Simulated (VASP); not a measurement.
```
ZrN
1.0
    0.00000     2.22846     2.22846
    2.22846     0.00000     2.22846
    2.22846     2.22846     0.00000
Zr N
1 1
Direct
  0.00000   0.00000   0.00000
  0.50000   0.50000   0.50000
```

Method: PBEsol GGA, VASP's PBE PAW potentials (set 64) (plane waves; VASP). Settings: 620 eV cut-off, 14×14×14 Γ-centred mesh, first-order Methfessel-Paxton smearing of 0.10 eV, potentials Zr_sv N.

**Question.** What does the run give for the energy per atom (σ→0), pressure, band gap (on the k-mesh) with the smallest direct gap where there is one?

**Answer.** 
```json
{
  "band gap (on the k-mesh)": "none (metal, semimetal or under 0.01 eV)",
  "energy per atom (σ→0)": "-10730 meV/atom",
  "pressure": "19.98 GPa"
}
```

Only differences to runs with the same potentials and settings are physical.

The compound is ZrN in the rock salt structure. It was relaxed first under an external pressure of 20 GPa. The electron count is odd and the run is not spin-polarised, which forces a metal.
